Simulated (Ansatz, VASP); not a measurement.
CaMg6Si: VASP beside Ansatz

The input INCAR:

```
ALGO = Normal
EDIFF = 1E-7
ENCUT = 520
GGA = PE
ISIF = 2
ISMEAR = -1
LASPH = T
LCHARG = F
LREAL = F
LWAVE = F
NBANDS = 23
NELM = 80
PREC = Accurate
SIGMA = 0.05
```

Contents of KPOINTS:

```
k-points
0
Gamma
  5 5 5
```

Contents of POSCAR:

```
CaMg6Si
1.0
    5.0335570000      0.0000000000      0.0000000000
    0.0000000000      3.0693365000      5.9906745000
    0.0000000000     -3.0693365000      5.9906745000
Ca Si Mg
1 1 6
Direct
    0.4982070000      0.1775610000      0.1803290000
    0.5014960000      0.6522080000      0.6413370000
    0.0108680000      0.8155770000      0.8169500000
   -0.0015980000      0.3371170000      0.3434870000
   -0.0032040000      0.3387060000      0.8231410000
   -0.0062440000      0.8209540000      0.3362540000
    0.4993110000      0.1793910000      0.6791960000
    0.5001080000      0.6734530000      0.1814630000
```

File input.yaml:

```yaml
crystal:
  lattice:
    - [5.033557, 0.0, 0.0]
    - [0.0, 3.0693365, 5.9906745]
    - [0.0, -3.0693365, 5.9906745]
  atoms:
    - { symbol: Ca, position: [0.498207, 0.177561, 0.180329] }
    - { symbol: Si, position: [0.501496, 0.652208, 0.641337] }
    - { symbol: Mg, position: [0.010868, 0.815577, 0.81695] }
    - { symbol: Mg, position: [-0.001598, 0.337117, 0.343487] }
    - { symbol: Mg, position: [-0.003204, 0.338706, 0.823141] }
    - { symbol: Mg, position: [-0.006244, 0.820954, 0.336254] }
    - { symbol: Mg, position: [0.499311, 0.179391, 0.679196] }
    - { symbol: Mg, position: [0.500108, 0.673453, 0.181463] }
hamiltonian:
  xc: pbe
  pseudopotentials: { kind: paw }
kpoints:
  mp_grid: { grid: [5, 5, 5] }
scf:
  occupations: { method: fermi_dirac, width: 0.05 }
output:
  forces: true
  stress: true
  eigenvalues: true
```

Change from the starting cell: atoms moved at random, drawn with an rms of 0.05 Å.

Alike in both runs: task single point; functional PBE; k mesh 5 × 5 × 5; occupations fermi-dirac, width 0.05 eV; no spin polarisation.

|  | VASP | Ansatz |
| --- | --- | --- |
| version | VASP 6.6.1 | Ansatz 0.2.0 |
| potentials or method | VASP PAW PBE potentials, release 64 (Ca_sv, Si, Mg) | Ansatz PAW |
| plane-wave cutoff (eV) | 520 | 420 |
| valence electrons in the cell | 26 | 74 |

```csv
,VASP,Ansatz,Ansatz less VASP
gap on the k mesh at the Fermi level (eV),none,none,-
pressure (GPa),0.1,0.1,+0.07
largest component of the traceless stress (GPa),0.40,0.39,-0.008
rms of the force components (eV/Å),0.062,0.061,-0.0009
```

Atom by atom the forces differ by 0.002 eV/Å (rms over components). A gap of «none» marks a metal or a gap that the smearing closes. The two sets of potentials don't hold the same shells in valence.
